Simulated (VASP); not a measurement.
Data:

```yaml
crystal:
  lattice:
    - [0.00000, 3.38108, 3.38108]
    - [3.38108, 0.00000, 3.38108]
    - [3.38108, 3.38108, 0.00000]
  atoms:
    - { symbol: Sr, position: [0.00000, 0.00000, 0.00000] }
    - { symbol: Te, position: [0.50000, 0.50000, 0.50000] }
```

Calculation: revTPSS meta-GGA, VASP's PBE PAW potentials (set 64) (plane waves; VASP). Settings: 520 eV cut-off, 7×7×7 Γ-centred mesh, Gaussian smearing of 0.050 eV, potentials Sr_sv Te.

### Question
What does the run give for the energy per atom (σ→0)?

### Answer

```json
{
  "energy per atom (σ→0)": "10.288 eV/atom"
}
```

The compound is SrTe in the rock salt structure. This cell is one point of a volume scan, at 1.03 of the reference volume.
